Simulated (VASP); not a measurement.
Consider the following.

```
CaRh2P2
1.0
   -1.98807     1.98807     4.82369
    1.98807    -1.98807     4.82369
    1.98807     1.98807    -4.82369
Ca P Rh
1 2 2
Direct
  0.00000   0.00000   0.00000
  0.61562   0.61562   0.00000
  0.38438   0.38438   0.00000
  0.75000   0.25000   0.50000
  0.25000   0.75000   0.50000
```

All values below come from PBEsol GGA with spin-orbit coupling, VASP's PBE PAW potentials (set 64) (plane waves; VASP). Run with 400 eV cut-off, 10×10×10 Γ-centred mesh, Gaussian smearing of 0.050 eV, potentials Ca_sv P Rh_pv.

Question: Give the energies of bands 43 to 56 at the high-symmetry points, in eV from the Fermi level.

Answer: 
```
band      Γ      X      P      N      M      S      R
----  -----  -----  -----  -----  -----  -----  -----
43    -1.40  -2.36  -2.06  -3.00  -1.17  -2.77  -2.37
44    -1.40  -2.36  -2.06  -3.00  -1.17  -2.77  -2.37
45    -1.00  -2.00  -1.99  -2.72  -1.07  -2.72  -2.02
46    -1.00  -2.00  -1.99  -2.72  -1.07  -2.72  -2.02
47    -0.99  -1.94  -1.95  -1.54  -1.04  -0.46  -1.91
48    -0.99  -1.94  -1.95  -1.54  -1.04  -0.46  -1.91
49    -0.01  -1.41  -1.87  -0.47   0.00  -0.36  -0.75
50    -0.01  -1.41  -1.87  -0.47   0.00  -0.36  -0.75
51     0.41   0.08   0.41   1.06   2.11   0.17   0.08
52     0.41   0.08   0.41   1.06   2.11   0.17   0.08
53     0.66   0.61   0.45   1.97   2.15   2.50   0.52
54     0.66   0.61   0.45   1.97   2.15   2.50   0.52
55     0.72   1.61   1.51   2.39   3.21   3.01   1.89
56     0.72   1.61   1.51   2.39   3.21   3.01   1.89
```

It has no gap at this level: it comes out as a metal or semimetal.

The structure comes from a computed database's CaRh2P2 entry (I4/mmm); how it stands against other phases isn't given here. It was relaxed first.
